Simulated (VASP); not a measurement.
All values below come from r2SCAN meta-GGA, VASP's PBE PAW potentials (set 64) (plane waves; VASP).

A VASP calculation is set up with these files.

**KPOINTS**
```
Regular mesh
0
gamma
 7 7 9
```

### POSCAR
```
Zr
1
    4.9715164011    -0.0000000123     0.0000000000
   -2.4857577218     4.3054595990    -0.0000000000
   -0.0000000000     0.0000000000     3.1139212484
Zr
3
Direct
  0.0000000000   0.0000000000   0.0000000000
  0.3333330000   0.6666670000   0.5000000000
  0.6666670000   0.3333330000   0.5000000000
```

### INCAR
```
LCHARG = F
NSW = 60
ALGO = Normal   ! blocked Davidson
METAGGA = R2SCAN
EDIFF = 1E-6
IBRION = 2
SYSTEM = Zr
SIGMA = 0.1
PREC = Accurate
NELM = 100   ! most electronic steps
ENCUT = 400   ! plane-wave cut-off (eV)
LMAXMIX = 4   ! l cut-off of mixed one-centre charges
EDIFFG = -0.02   ! ionic stop
LWAVE = F
ISIF = 3   ! ions, shape and volume
LREAL = F   ! projection in real space or not
ISMEAR = 1
LASPH = T   ! aspherical one-centre terms
LMIXTAU = T
```

POTCAR, in this order: Zr_sv (PBE.64 set). Program: vasp_std.

Question: What will the output report for the number of irreducible k-points (NKPTS), number of bands (NBANDS), largest plane-wave count, number of space-group operations, FFT grid (NGX, NGY, NGZ)?

Answer: 
The number of irreducible k-points (NKPTS) is 40. The number of bands (NBANDS) comes out as 22 and the largest plane-wave count is 1226. The number of space-group operations comes out as 24 and the FFT grid (NGX, NGY, NGZ) comes out as 32 × 32 × 20.

The structure was generated: Zr was put into the omega type (P6/mmm), which need not be its known phase. This run relaxes it. Symmetry was kept, so distortions that lower it aren't found. The start is the result of an earlier pass.
